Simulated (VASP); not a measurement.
A run of VASP 6.6.1:

Contents of INCAR:

```
SYSTEM = Cu
PREC = Accurate
ENCUT = 600
EDIFF = 1E-7
ISMEAR = 1
SIGMA = 0.1
LREAL = .FALSE.
LASPH = .TRUE.
NELM = 80
ALGO = Normal
ISIF = 2
LWAVE = .FALSE.
LCHARG = .FALSE.
GGA = CA
IBRION = 2
NSW = 40
EDIFFG = -0.01
```

KPOINTS

```
regular mesh
0
G
  18 18 18
  0 0 0
```

The input POSCAR:

```
Cu                                      
1.0
    0.0000000000      1.7855911389      1.7855911389
    1.7855911389      0.0000000000      1.7855911389
    1.7855911389      1.7855911389      0.0000000000
  Cu            
     1
Direct
     0.0000000000000000    0.0000000000000000    0.0000000000000000
```

Potentials or basis: VASP PAW LDA potentials, release 64 (Cu).

Run with:

```console
$ cat potpaw_LDA.64/Cu/POTCAR > POTCAR
$ mpirun -np 1 vasp_std > vasp.out
```

Hardware: 1 thread of Intel(R) Xeon(R) Platinum 8259CL CPU @ 2.50GHz (Skylake/Cascade Lake), on a shared host.

Question: How long does it take, and how much memory?

Answer: Wall time 31 s on 1 thread of Intel(R) Xeon(R) Platinum 8259CL CPU @ 2.50GHz (Skylake/Cascade Lake), with other jobs on the host, peak memory 0.14 GiB. Counts: scf iterations 12, k points 195, ion steps 1.
